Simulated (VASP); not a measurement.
Sn2GeO2, 5 atoms in the cell. Symmetry: P6/mmm, No. 191, hexagonal system. Conventional cell: a = 4.752 Å, b = 4.752 Å, c = 5.377 Å, α = 90.00°, β = 90.00°, γ = 120.00°. Sn (site symmetry -6m2) is surrounded by 2 O at 2.69 Å and 3 Sn at 2.74 Å. Around Ge (site symmetry 6/mmm) lie 6 O at 2.74 Å. Around O (site symmetry -6m2) lie 2 Sn at 2.69 Å and 3 O at 2.74 Å and 3 Ge at 2.74 Å. The cell was built by a generator and needn't be a form met in nature.

| Quantity | Value |
| --- | --- |
| Program | VASP 6.6.1 |
| Task | relaxation of cell and atoms |
| Functional | PBE |
| Potentials or basis | VASP PAW PBE potentials, release 64 (Sn_d, Ge_d, O) |
| Cutoff | 520 eV |
| k mesh | 4 × 4 × 3 |
| Occupations | gaussian, width 0.15 eV |
| Spin | no spin polarisation |
| Further INCAR settings | PREC = Normal; ALGO = Fast; EDIFF = 0.0001; IBRION = 2; EDIFFG = -0.08; NSW = 24; ISIF = 3 |

Potentials or basis: VASP PAW PBE potentials, release 64 (Sn_d, Ge_d, O).

The run is started by

```console
$ cat potpaw_PBE.64/Sn_d/POTCAR potpaw_PBE.64/Ge_d/POTCAR potpaw_PBE.64/O/POTCAR > POTCAR
$ mpirun -np 2 vasp_std > vasp.out
```

Hardware: 2 MPI ranks on AMD EPYC 9R45 96-Core Processor (Zen 5) (shared host).

Q: Estimate the wall time of this run.

A: It took 42 s on 2 MPI ranks on AMD EPYC 9R45 96-Core Processor (Zen 5), on a shared host, peak memory 0.15 GiB a rank. Counts: scf iterations 89, k points 8, ion steps 9.
